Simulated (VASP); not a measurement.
Consider the following.

```
CELL_PARAMETERS angstrom
      0.00000     2.81869     2.81869
      2.81869     0.00000     2.81869
      2.81869     2.81869     0.00000
ATOMIC_POSITIONS crystal
  Pb 0.00000 0.00000 0.00000
  F  0.25000 0.25000 0.25000
  F  0.75000 0.75000 0.75000
```

These are LDA (Ceperley-Alder, Perdew-Zunger), VASP's LDA PAW potentials (set 64) (plane waves; VASP 6.6.1) values and carry that method's errors. Settings: 620 eV cut-off, 7×7×7 Γ-centred mesh, Gaussian smearing of 0.050 eV, potentials Pb_d F.

Predict the energy per atom (σ→0), pressure.

```
Quantity                       Result
---------------------  --------------
energy per atom (σ→0)  -5.276 eV/atom
pressure                    10.01 GPa
```

The absolute energy has meaning only against runs of the same code, potentials and settings.

The compound is PbF2 in the fluorite structure, the β form. It was relaxed first under an external pressure of 10 GPa.
